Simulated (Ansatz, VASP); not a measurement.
# Ge (Germanium): VASP beside Ansatz

Wanted: the spread between two codes on one cell, functional and k mesh. The cell is taken from a series of runs on this material, whose earlier steps may have relaxed, scaled, displaced or heated it; both programs get it as it stands.

Main program and level: Ansatz 0.2.0; plane waves, with VASP 6.6.1 beside it; zone-centre phonons at PBEsol.

**1. The starting structure**

Symmetry: Imma, No. 74, orthorhombic system. The conventional cell has a = 3.933 Å, b = 4.015 Å, c = 5.718 Å, α = 90.00°, β = 90.00°, γ = 90.00°. Nearest to Ge lie 4 Ge at 2.44 to 2.46 Å.

**2. VASP: zone-centre phonons, PBEsol**

Second derivatives magnify differences that forces hide, and they need a tight electronic threshold.

Lines of VASP's logs that name or quote its potential files are left out, and so is its time.

Input file INCAR:

```
SYSTEM = Ge
PREC = Accurate
ENCUT = 500
EDIFF = 1E-08
NELM = 120
ISMEAR = 0
SIGMA = 0.015
LREAL = .FALSE.
ALGO = Normal
GGA = PS
NBANDS = 20
LORBIT = 11
LWAVE = .FALSE.
LCHARG = .FALSE.
ISIF = 2
ISYM = 2
IBRION = 8
LASPH = .TRUE.
GGA_COMPAT = .FALSE.
KPAR = 2
```

Input file POSCAR:

```
Ge
1.0
   -0.0290446383      2.8100613924      2.8587997195
    2.8100613924     -0.0290446383      2.8587997195
    2.7810167541      2.7810167541      0.0000000000
Ge
2
Direct
    0.4986266438      0.4986266438      0.5013272723
    0.7513733562      0.7513733562      0.7486727277
```

Input file KPOINTS:

```
Points of the shifted mesh
1728
Reciprocal
 0.0416666667  0.0416666667  0.0416666667 1
 0.0416666667  0.0416666667  0.1250000000 1
 0.0416666667  0.0416666667  0.2083333333 1
 0.0416666667  0.0416666667  0.2916666667 1
 0.0416666667  0.0416666667  0.3750000000 1
 0.0416666667  0.0416666667  0.4583333333 1
 0.0416666667  0.0416666667  0.5416666667 1
 0.0416666667  0.0416666667  0.6250000000 1
 0.0416666667  0.0416666667  0.7083333333 1
 0.0416666667  0.0416666667  0.7916666667 1
 0.0416666667  0.0416666667  0.8750000000 1
 0.0416666667  0.0416666667  0.9583333333 1
 0.0416666667  0.1250000000  0.0416666667 1
 0.0416666667  0.1250000000  0.1250000000 1
 0.0416666667  0.1250000000  0.2083333333 1
 0.0416666667  0.1250000000  0.2916666667 1
 0.0416666667  0.1250000000  0.3750000000 1
 0.0416666667  0.1250000000  0.4583333333 1
 0.0416666667  0.1250000000  0.5416666667 1
 0.0416666667  0.1250000000  0.6250000000 1
 0.0416666667  0.1250000000  0.7083333333 1
 0.0416666667  0.1250000000  0.7916666667 1
 0.0416666667  0.1250000000  0.8750000000 1
 0.0416666667  0.1250000000  0.9583333333 1
 0.0416666667  0.2083333333  0.0416666667 1
 0.0416666667  0.2083333333  0.1250000000 1
 0.0416666667  0.2083333333  0.2083333333 1
 0.0416666667  0.2083333333  0.2916666667 1
 0.0416666667  0.2083333333  0.3750000000 1
 0.0416666667  0.2083333333  0.4583333333 1
 0.0416666667  0.2083333333  0.5416666667 1
 0.0416666667  0.2083333333  0.6250000000 1
 0.0416666667  0.2083333333  0.7083333333 1
 0.0416666667  0.2083333333  0.7916666667 1
 0.0416666667  0.2083333333  0.8750000000 1
 0.0416666667  0.2083333333  0.9583333333 1
 0.0416666667  0.2916666667  0.0416666667 1
 0.0416666667  0.2916666667  0.1250000000 1
 0.0416666667  0.2916666667  0.2083333333 1
 0.0416666667  0.2916666667  0.2916666667 1
 0.0416666667  0.2916666667  0.3750000000 1
 0.0416666667  0.2916666667  0.4583333333 1
 0.0416666667  0.2916666667  0.5416666667 1
 0.0416666667  0.2916666667  0.6250000000 1
 0.0416666667  0.2916666667  0.7083333333 1
 0.0416666667  0.2916666667  0.7916666667 1
 0.0416666667  0.2916666667  0.8750000000 1
 0.0416666667  0.2916666667  0.9583333333 1
 0.0416666667  0.3750000000  0.0416666667 1
 0.0416666667  0.3750000000  0.1250000000 1
 0.0416666667  0.3750000000  0.2083333333 1
 0.0416666667  0.3750000000  0.2916666667 1
 0.0416666667  0.3750000000  0.3750000000 1
 0.0416666667  0.3750000000  0.4583333333 1
 0.0416666667  0.3750000000  0.5416666667 1
 0.0416666667  0.3750000000  0.6250000000 1
 0.0416666667  0.3750000000  0.7083333333 1
 0.0416666667  0.3750000000  0.7916666667 1
 0.0416666667  0.3750000000  0.8750000000 1
 0.0416666667  0.3750000000  0.9583333333 1
 0.0416666667  0.4583333333  0.0416666667 1
 0.0416666667  0.4583333333  0.1250000000 1
 0.0416666667  0.4583333333  0.2083333333 1
 0.0416666667  0.4583333333  0.2916666667 1
 0.0416666667  0.4583333333  0.3750000000 1
 0.0416666667  0.4583333333  0.4583333333 1
 0.0416666667  0.4583333333  0.5416666667 1
 0.0416666667  0.4583333333  0.6250000000 1
 0.0416666667  0.4583333333  0.7083333333 1
 0.0416666667  0.4583333333  0.7916666667 1
 0.0416666667  0.4583333333  0.8750000000 1
 0.0416666667  0.4583333333  0.9583333333 1
 0.0416666667  0.5416666667  0.0416666667 1
 0.0416666667  0.5416666667  0.1250000000 1
 0.0416666667  0.5416666667  0.2083333333 1
 0.0416666667  0.5416666667  0.2916666667 1
 0.0416666667  0.5416666667  0.3750000000 1
 0.0416666667  0.5416666667  0.4583333333 1
 0.0416666667  0.5416666667  0.5416666667 1
 0.0416666667  0.5416666667  0.6250000000 1
 0.0416666667  0.5416666667  0.7083333333 1
 0.0416666667  0.5416666667  0.7916666667 1
 0.0416666667  0.5416666667  0.8750000000 1
 0.0416666667  0.5416666667  0.9583333333 1
 0.0416666667  0.6250000000  0.0416666667 1
 0.0416666667  0.6250000000  0.1250000000 1
 0.0416666667  0.6250000000  0.2083333333 1
 0.0416666667  0.6250000000  0.2916666667 1
 0.0416666667  0.6250000000  0.3750000000 1
 0.0416666667  0.6250000000  0.4583333333 1
 0.0416666667  0.6250000000  0.5416666667 1
 0.0416666667  0.6250000000  0.6250000000 1
 0.0416666667  0.6250000000  0.7083333333 1
 0.0416666667  0.6250000000  0.7916666667 1
 0.0416666667  0.6250000000  0.8750000000 1
 0.0416666667  0.6250000000  0.9583333333 1
 0.0416666667  0.7083333333  0.0416666667 1
 0.0416666667  0.7083333333  0.1250000000 1
 0.0416666667  0.7083333333  0.2083333333 1
 0.0416666667  0.7083333333  0.2916666667 1
 0.0416666667  0.7083333333  0.3750000000 1
 0.0416666667  0.7083333333  0.4583333333 1
 0.0416666667  0.7083333333  0.5416666667 1
 0.0416666667  0.7083333333  0.6250000000 1
 0.0416666667  0.7083333333  0.7083333333 1
 0.0416666667  0.7083333333  0.7916666667 1
 0.0416666667  0.7083333333  0.8750000000 1
 0.0416666667  0.7083333333  0.9583333333 1
 0.0416666667  0.7916666667  0.0416666667 1
 0.0416666667  0.7916666667  0.1250000000 1
 0.0416666667  0.7916666667  0.2083333333 1
 0.0416666667  0.7916666667  0.2916666667 1
[... 1390 lines left out ...]
 0.8750000000  0.4583333333  0.1250000000 1
 0.8750000000  0.4583333333  0.2083333333 1
 0.8750000000  0.4583333333  0.2916666667 1
 0.8750000000  0.4583333333  0.3750000000 1
 0.8750000000  0.4583333333  0.4583333333 1
 0.8750000000  0.4583333333  0.5416666667 1
 0.8750000000  0.4583333333  0.6250000000 1
 0.8750000000  0.4583333333  0.7083333333 1
 0.8750000000  0.4583333333  0.7916666667 1
 0.8750000000  0.4583333333  0.8750000000 1
 0.8750000000  0.4583333333  0.9583333333 1
 0.8750000000  0.5416666667  0.0416666667 1
 0.8750000000  0.5416666667  0.1250000000 1
 0.8750000000  0.5416666667  0.2083333333 1
 0.8750000000  0.5416666667  0.2916666667 1
 0.8750000000  0.5416666667  0.3750000000 1
 0.8750000000  0.5416666667  0.4583333333 1
 0.8750000000  0.5416666667  0.5416666667 1
 0.8750000000  0.5416666667  0.6250000000 1
 0.8750000000  0.5416666667  0.7083333333 1
 0.8750000000  0.5416666667  0.7916666667 1
 0.8750000000  0.5416666667  0.8750000000 1
 0.8750000000  0.5416666667  0.9583333333 1
 0.8750000000  0.6250000000  0.0416666667 1
 0.8750000000  0.6250000000  0.1250000000 1
 0.8750000000  0.6250000000  0.2083333333 1
 0.8750000000  0.6250000000  0.2916666667 1
 0.8750000000  0.6250000000  0.3750000000 1
 0.8750000000  0.6250000000  0.4583333333 1
 0.8750000000  0.6250000000  0.5416666667 1
 0.8750000000  0.6250000000  0.6250000000 1
 0.8750000000  0.6250000000  0.7083333333 1
 0.8750000000  0.6250000000  0.7916666667 1
 0.8750000000  0.6250000000  0.8750000000 1
 0.8750000000  0.6250000000  0.9583333333 1
 0.8750000000  0.7083333333  0.0416666667 1
 0.8750000000  0.7083333333  0.1250000000 1
 0.8750000000  0.7083333333  0.2083333333 1
 0.8750000000  0.7083333333  0.2916666667 1
 0.8750000000  0.7083333333  0.3750000000 1
 0.8750000000  0.7083333333  0.4583333333 1
 0.8750000000  0.7083333333  0.5416666667 1
 0.8750000000  0.7083333333  0.6250000000 1
 0.8750000000  0.7083333333  0.7083333333 1
 0.8750000000  0.7083333333  0.7916666667 1
 0.8750000000  0.7083333333  0.8750000000 1
 0.8750000000  0.7083333333  0.9583333333 1
 0.8750000000  0.7916666667  0.0416666667 1
 0.8750000000  0.7916666667  0.1250000000 1
 0.8750000000  0.7916666667  0.2083333333 1
 0.8750000000  0.7916666667  0.2916666667 1
 0.8750000000  0.7916666667  0.3750000000 1
 0.8750000000  0.7916666667  0.4583333333 1
 0.8750000000  0.7916666667  0.5416666667 1
 0.8750000000  0.7916666667  0.6250000000 1
 0.8750000000  0.7916666667  0.7083333333 1
 0.8750000000  0.7916666667  0.7916666667 1
 0.8750000000  0.7916666667  0.8750000000 1
 0.8750000000  0.7916666667  0.9583333333 1
 0.8750000000  0.8750000000  0.0416666667 1
 0.8750000000  0.8750000000  0.1250000000 1
 0.8750000000  0.8750000000  0.2083333333 1
 0.8750000000  0.8750000000  0.2916666667 1
 0.8750000000  0.8750000000  0.3750000000 1
 0.8750000000  0.8750000000  0.4583333333 1
 0.8750000000  0.8750000000  0.5416666667 1
 0.8750000000  0.8750000000  0.6250000000 1
 0.8750000000  0.8750000000  0.7083333333 1
 0.8750000000  0.8750000000  0.7916666667 1
 0.8750000000  0.8750000000  0.8750000000 1
 0.8750000000  0.8750000000  0.9583333333 1
 0.8750000000  0.9583333333  0.0416666667 1
 0.8750000000  0.9583333333  0.1250000000 1
 0.8750000000  0.9583333333  0.2083333333 1
 0.8750000000  0.9583333333  0.2916666667 1
 0.8750000000  0.9583333333  0.3750000000 1
 0.8750000000  0.9583333333  0.4583333333 1
 0.8750000000  0.9583333333  0.5416666667 1
 0.8750000000  0.9583333333  0.6250000000 1
 0.8750000000  0.9583333333  0.7083333333 1
 0.8750000000  0.9583333333  0.7916666667 1
 0.8750000000  0.9583333333  0.8750000000 1
 0.8750000000  0.9583333333  0.9583333333 1
 0.9583333333  0.0416666667  0.0416666667 1
 0.9583333333  0.0416666667  0.1250000000 1
 0.9583333333  0.0416666667  0.2083333333 1
 0.9583333333  0.0416666667  0.2916666667 1
 0.9583333333  0.0416666667  0.3750000000 1
 0.9583333333  0.0416666667  0.4583333333 1
 0.9583333333  0.0416666667  0.5416666667 1
 0.9583333333  0.0416666667  0.6250000000 1
 0.9583333333  0.0416666667  0.7083333333 1
 0.9583333333  0.0416666667  0.7916666667 1
 0.9583333333  0.0416666667  0.8750000000 1
 0.9583333333  0.0416666667  0.9583333333 1
 0.9583333333  0.1250000000  0.0416666667 1
 0.9583333333  0.1250000000  0.1250000000 1
 0.9583333333  0.1250000000  0.2083333333 1
 0.9583333333  0.1250000000  0.2916666667 1
 0.9583333333  0.1250000000  0.3750000000 1
 0.9583333333  0.1250000000  0.4583333333 1
 0.9583333333  0.1250000000  0.5416666667 1
 0.9583333333  0.1250000000  0.6250000000 1
 0.9583333333  0.1250000000  0.7083333333 1
 0.9583333333  0.1250000000  0.7916666667 1
 0.9583333333  0.1250000000  0.8750000000 1
 0.9583333333  0.1250000000  0.9583333333 1
 0.9583333333  0.2083333333  0.0416666667 1
 0.9583333333  0.2083333333  0.1250000000 1
 0.9583333333  0.2083333333  0.2083333333 1
 0.9583333333  0.2083333333  0.2916666667 1
 0.9583333333  0.2083333333  0.3750000000 1
 0.9583333333  0.2083333333  0.4583333333 1
 0.9583333333  0.2083333333  0.5416666667 1
 0.9583333333  0.2083333333  0.6250000000 1
 0.9583333333  0.2083333333  0.7083333333 1
 0.9583333333  0.2083333333  0.7916666667 1
 0.9583333333  0.2083333333  0.8750000000 1
 0.9583333333  0.2083333333  0.9583333333 1
 0.9583333333  0.2916666667  0.0416666667 1
 0.9583333333  0.2916666667  0.1250000000 1
 0.9583333333  0.2916666667  0.2083333333 1
 0.9583333333  0.2916666667  0.2916666667 1
 0.9583333333  0.2916666667  0.3750000000 1
 0.9583333333  0.2916666667  0.4583333333 1
 0.9583333333  0.2916666667  0.5416666667 1
 0.9583333333  0.2916666667  0.6250000000 1
 0.9583333333  0.2916666667  0.7083333333 1
 0.9583333333  0.2916666667  0.7916666667 1
 0.9583333333  0.2916666667  0.8750000000 1
 0.9583333333  0.2916666667  0.9583333333 1
 0.9583333333  0.3750000000  0.0416666667 1
 0.9583333333  0.3750000000  0.1250000000 1
 0.9583333333  0.3750000000  0.2083333333 1
 0.9583333333  0.3750000000  0.2916666667 1
 0.9583333333  0.3750000000  0.3750000000 1
 0.9583333333  0.3750000000  0.4583333333 1
 0.9583333333  0.3750000000  0.5416666667 1
 0.9583333333  0.3750000000  0.6250000000 1
 0.9583333333  0.3750000000  0.7083333333 1
 0.9583333333  0.3750000000  0.7916666667 1
 0.9583333333  0.3750000000  0.8750000000 1
 0.9583333333  0.3750000000  0.9583333333 1
 0.9583333333  0.4583333333  0.0416666667 1
 0.9583333333  0.4583333333  0.1250000000 1
 0.9583333333  0.4583333333  0.2083333333 1
 0.9583333333  0.4583333333  0.2916666667 1
 0.9583333333  0.4583333333  0.3750000000 1
 0.9583333333  0.4583333333  0.4583333333 1
 0.9583333333  0.4583333333  0.5416666667 1
 0.9583333333  0.4583333333  0.6250000000 1
 0.9583333333  0.4583333333  0.7083333333 1
 0.9583333333  0.4583333333  0.7916666667 1
 0.9583333333  0.4583333333  0.8750000000 1
 0.9583333333  0.4583333333  0.9583333333 1
 0.9583333333  0.5416666667  0.0416666667 1
 0.9583333333  0.5416666667  0.1250000000 1
 0.9583333333  0.5416666667  0.2083333333 1
 0.9583333333  0.5416666667  0.2916666667 1
 0.9583333333  0.5416666667  0.3750000000 1
 0.9583333333  0.5416666667  0.4583333333 1
 0.9583333333  0.5416666667  0.5416666667 1
 0.9583333333  0.5416666667  0.6250000000 1
 0.9583333333  0.5416666667  0.7083333333 1
 0.9583333333  0.5416666667  0.7916666667 1
 0.9583333333  0.5416666667  0.8750000000 1
 0.9583333333  0.5416666667  0.9583333333 1
 0.9583333333  0.6250000000  0.0416666667 1
 0.9583333333  0.6250000000  0.1250000000 1
 0.9583333333  0.6250000000  0.2083333333 1
 0.9583333333  0.6250000000  0.2916666667 1
 0.9583333333  0.6250000000  0.3750000000 1
 0.9583333333  0.6250000000  0.4583333333 1
 0.9583333333  0.6250000000  0.5416666667 1
 0.9583333333  0.6250000000  0.6250000000 1
 0.9583333333  0.6250000000  0.7083333333 1
 0.9583333333  0.6250000000  0.7916666667 1
 0.9583333333  0.6250000000  0.8750000000 1
 0.9583333333  0.6250000000  0.9583333333 1
 0.9583333333  0.7083333333  0.0416666667 1
 0.9583333333  0.7083333333  0.1250000000 1
 0.9583333333  0.7083333333  0.2083333333 1
 0.9583333333  0.7083333333  0.2916666667 1
 0.9583333333  0.7083333333  0.3750000000 1
 0.9583333333  0.7083333333  0.4583333333 1
 0.9583333333  0.7083333333  0.5416666667 1
 0.9583333333  0.7083333333  0.6250000000 1
 0.9583333333  0.7083333333  0.7083333333 1
 0.9583333333  0.7083333333  0.7916666667 1
 0.9583333333  0.7083333333  0.8750000000 1
 0.9583333333  0.7083333333  0.9583333333 1
 0.9583333333  0.7916666667  0.0416666667 1
 0.9583333333  0.7916666667  0.1250000000 1
 0.9583333333  0.7916666667  0.2083333333 1
 0.9583333333  0.7916666667  0.2916666667 1
 0.9583333333  0.7916666667  0.3750000000 1
 0.9583333333  0.7916666667  0.4583333333 1
 0.9583333333  0.7916666667  0.5416666667 1
 0.9583333333  0.7916666667  0.6250000000 1
 0.9583333333  0.7916666667  0.7083333333 1
 0.9583333333  0.7916666667  0.7916666667 1
 0.9583333333  0.7916666667  0.8750000000 1
 0.9583333333  0.7916666667  0.9583333333 1
 0.9583333333  0.8750000000  0.0416666667 1
 0.9583333333  0.8750000000  0.1250000000 1
 0.9583333333  0.8750000000  0.2083333333 1
 0.9583333333  0.8750000000  0.2916666667 1
 0.9583333333  0.8750000000  0.3750000000 1
 0.9583333333  0.8750000000  0.4583333333 1
 0.9583333333  0.8750000000  0.5416666667 1
 0.9583333333  0.8750000000  0.6250000000 1
 0.9583333333  0.8750000000  0.7083333333 1
 0.9583333333  0.8750000000  0.7916666667 1
 0.9583333333  0.8750000000  0.8750000000 1
 0.9583333333  0.8750000000  0.9583333333 1
 0.9583333333  0.9583333333  0.0416666667 1
 0.9583333333  0.9583333333  0.1250000000 1
 0.9583333333  0.9583333333  0.2083333333 1
 0.9583333333  0.9583333333  0.2916666667 1
 0.9583333333  0.9583333333  0.3750000000 1
 0.9583333333  0.9583333333  0.4583333333 1
 0.9583333333  0.9583333333  0.5416666667 1
 0.9583333333  0.9583333333  0.6250000000 1
 0.9583333333  0.9583333333  0.7083333333 1
 0.9583333333  0.9583333333  0.7916666667 1
 0.9583333333  0.9583333333  0.8750000000 1
 0.9583333333  0.9583333333  0.9583333333 1
```

Potentials, in the order of the species: Ge_d (PBE family, release 64).

Run with:

```console
> mpirun -np 2 vasp_std
```

Numbers of over 12 decimals in the logs are rounded to 6 here.

What it wrote:

```text
[banner, memory and clock lines left out]
running    2 mpi-ranks, on    1 nodes
 distrk:  each k-point on    1 cores,    2 groups
 distr:  one band on    1 cores,    1 groups

 POSCAR found type information on POSCAR Ge
 POSCAR found :  1 types and       2 ions
|                                                                             |
|               ----> ADVICE to this user running VASP <----                  |
|                                                                             |
|     You enforced a specific xc type in the INCAR file but a different       |
|     [... a line on the potential file left out ...]
|     I HOPE YOU KNOW WHAT YOU ARE DOING!                                     |
|                                                                             |

 LDA part: xc-table for (Slater+PW92), standard interpolation
 POSCAR, INCAR and KPOINTS ok, starting setup
 FFT: planning ... GRIDC
 FFT: planning ... GRID_SOFT
 FFT: planning ... GRID
 WAVECAR not read
 entering main loop
       N       E                     dE             d eps       ncg     rms          rms(c)
DAV:   1     0.181961009630E+03    0.18196E+03   -0.14629E+04 74348   0.375E+03
DAV:   2     0.154789482550E+02   -0.16648E+03   -0.16203E+03 69268   0.584E+02
DAV:   3    -0.921812900847E+01   -0.24697E+02   -0.24524E+02 78084   0.144E+02
DAV:   4    -0.100082396354E+02   -0.79011E+00   -0.78952E+00 77988   0.304E+01
DAV:   5    -0.100212439341E+02   -0.13004E-01   -0.13004E-01 77400   0.425E+00    0.327E+00
DAV:   6    -0.991640900431E+01    0.10483E+00   -0.37466E-02 90460   0.239E+00    0.186E+00
DAV:   7    -0.986650538178E+01    0.49904E-01   -0.62850E-02 72224   0.254E+00    0.157E-01
DAV:   8    -0.986751647427E+01   -0.10111E-02   -0.70145E-03 78968   0.120E+00    0.524E-02
DAV:   9    -0.986762550332E+01   -0.10903E-03   -0.24228E-04 77888   0.216E-01    0.104E-02
DAV:  10    -0.986763715604E+01   -0.11653E-04   -0.18943E-05 84600   0.384E-02    0.538E-03
DAV:  11    -0.986763817574E+01   -0.10197E-05   -0.37010E-06 91868   0.257E-02    0.123E-03
DAV:  12    -0.986763794745E+01    0.22828E-06   -0.63552E-07 92340   0.145E-02    0.540E-04
DAV:  13    -0.986763796740E+01   -0.19942E-07   -0.36993E-08 76104   0.270E-03    0.172E-04
DAV:  14    -0.986763794756E+01    0.19840E-07   -0.75056E-09 47864   0.168E-03    0.540E-05
DAV:  15    -0.986763793908E+01    0.84738E-08   -0.17636E-09 40228   0.439E-04
   1 F= -.98676379E+01 E0= -.98676379E+01  d E =-.896271E-09
 Linear response reoptimize wavefunctions to high precision
DAV:   1    -0.986763793703E+01    0.20491E-08   -0.44496E-10 41292   0.354E-04
DAV:   2    -0.986763793703E+01    0.36380E-11   -0.91887E-11 38504   0.103E-04
 Linear response DOF=           2
 Linear response progress:
  Degree of freedom:   1/  2
       N       E                     dE             d eps       ncg     rms          rms(c)
RMM:   1    -0.186585964567E+00   -0.18659E+00    0.84455E+00 84262   0.451E+01
RMM:   2    -0.193764675868E+00   -0.71787E-02   -0.13157E-02111630   0.109E+00    0.738E-02
RMM:   3    -0.193783339686E+00   -0.18664E-04   -0.93812E-04118586   0.316E-01    0.427E-02
RMM:   4    -0.193680570368E+00    0.10277E-03   -0.63059E-05126751   0.807E-02    0.476E-03
RMM:   5    -0.193682520309E+00   -0.19499E-05   -0.36491E-06121789   0.176E-02    0.245E-03
RMM:   6    -0.193689776502E+00   -0.72562E-05   -0.22196E-07124252   0.499E-03    0.319E-04
RMM:   7    -0.193688780236E+00    0.99627E-06   -0.27815E-08127141   0.152E-03    0.196E-04
RMM:   8    -0.193687677907E+00    0.11023E-05   -0.28309E-09129416   0.548E-04    0.409E-05
RMM:   9    -0.193687583806E+00    0.94101E-07    0.32769E-09129756   0.228E-04    0.194E-05
RMM:  10    -0.193687722675E+00   -0.13887E-06   -0.12819E-08130352   0.104E-04    0.542E-06
RMM:  11    -0.193687746659E+00   -0.23983E-07   -0.21050E-08129681   0.583E-05    0.282E-06
RMM:  12    -0.193687768396E+00   -0.21738E-07   -0.15743E-08126263   0.389E-05    0.177E-06
RMM:  13    -0.193687783662E+00   -0.15266E-07   -0.54984E-09114304   0.307E-05    0.438E-07
RMM:  14    -0.193687787085E+00   -0.34224E-08   -0.26785E-09 98270   0.266E-05    0.587E-08
 first order change of Fermi-energy   0.22863E+01
 force on displaced ion       1 direction 1 : -11.407  -0.221  -0.001
 Linear response progress:
  Degree of freedom:   2/  2
       N       E                     dE             d eps       ncg     rms          rms(c)
RMM:   1    -0.186735575686E+00   -0.18674E+00    0.83229E+00 84044   0.448E+01
RMM:   2    -0.193952396621E+00   -0.72168E-02   -0.13437E-02111767   0.110E+00    0.749E-02
RMM:   3    -0.193974085904E+00   -0.21689E-04   -0.94267E-04118829   0.316E-01    0.433E-02
RMM:   4    -0.193875859223E+00    0.98227E-04   -0.62512E-05126856   0.805E-02    0.471E-03
RMM:   5    -0.193877264501E+00   -0.14053E-05   -0.35170E-06121798   0.175E-02    0.241E-03
RMM:   6    -0.193883580705E+00   -0.63162E-05   -0.22079E-07123814   0.494E-03    0.327E-04
RMM:   7    -0.193882676088E+00    0.90462E-06   -0.37511E-08127253   0.151E-03    0.189E-04
RMM:   8    -0.193881633496E+00    0.10426E-05   -0.18764E-09128730   0.541E-04    0.429E-05
RMM:   9    -0.193881502469E+00    0.13103E-06   -0.23509E-09122804   0.236E-04    0.188E-05
RMM:  10    -0.193881639794E+00   -0.13733E-06    0.13293E-09130098   0.106E-04    0.649E-06
RMM:  11    -0.193881664619E+00   -0.24824E-07   -0.11299E-08130591   0.570E-05    0.314E-06
RMM:  12    -0.193881698997E+00   -0.34379E-07   -0.13393E-08130391   0.371E-05    0.106E-06
RMM:  13    -0.193881701188E+00   -0.21903E-08   -0.10210E-09 94211   0.281E-05    0.560E-07
 first order change of Fermi-energy  -0.14258E+00
 force on displaced ion       1 direction 3 :  -0.001  -0.001 -11.461
 Linear response finished
```

[end of part 1 of 2]

[Lines on the potential files, build, host, timing and source positions are cut from VASP's logs without a mark.]

[Logs are printed without paths, hosts, clocks, repeated set-up lines and the standing remarks that a program may print on its own settings, such as how far it seeks lower states.]

[Hosts, paths, dates, database ids (printed as entryN), source tags and the programs' standing remarks are cut or masked in the printed files.]
